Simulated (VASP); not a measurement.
TiO2:

```
Ti O
1.0
    -1.89210    1.89210    4.75730
     1.89210   -1.89210    4.75730
     1.89210    1.89210   -4.75730
Ti O
2 4
Cartesian
  0.0000 0.0000 0.0000
  0.0000 1.8921 2.3786
  0.0000 0.0000 1.9800
  0.0000 1.8921 4.3586
  0.0000 1.8921 0.3987
  0.0000 0.0000 7.5346
```

- Program: VASP 6.6.1
- Task: relaxation of cell and atoms
- Functional: PBE
- Potentials or basis: VASP PAW PBE potentials, release 64 (Ti_sv, O)
- Cutoff: 520 eV
- k mesh: 10 × 10 × 10
- Occupations: gaussian, width 0.1 eV
- Spin: no spin polarisation

At the start: pressure 5.9 GPa; volume 11.35 Å³/atom.

Where does the relaxation end?

Over 10 steps the energy falls by 6.1 meV/atom and the volume is 11.70 Å³/atom (+3.0 %); space group I4_1/amd (No. 141, to 0.05 Å).

Step by step:
```
step  energy change (eV)  largest force (eV/Å)  pressure (GPa)  volume (Å³)
   1              0.0000                0.1245            5.92        68.13
   2              0.0226                0.3309           -6.70        72.35
   3             -0.0329                0.0891            0.04        69.92
   4             -0.0329                0.0850            0.11        69.88
   5             -0.0340                0.0448            0.12        69.96
   6             -0.0345                0.0066            0.05        70.06
   7             -0.0353                0.0001           -0.09        70.13
   8             -0.0362                0.0193           -0.46        70.32
   9             -0.0363                0.0047            0.33        70.10
  10             -0.0365                0.0051            0.02        70.19
```

Final structure:
```
Ti O
1.0
    -1.90152    1.90152    4.85321
     1.90152   -1.90152    4.85321
     1.90152    1.90152   -4.85321
Ti O
2 4
Direct
  0.00000 0.00000 0.00000
  0.75000 0.25000 0.50000
  0.20656 0.20656 0.00000
  0.95656 0.45656 0.50000
  0.54344 0.04344 0.50000
  0.79344 0.79344 0.00000
```
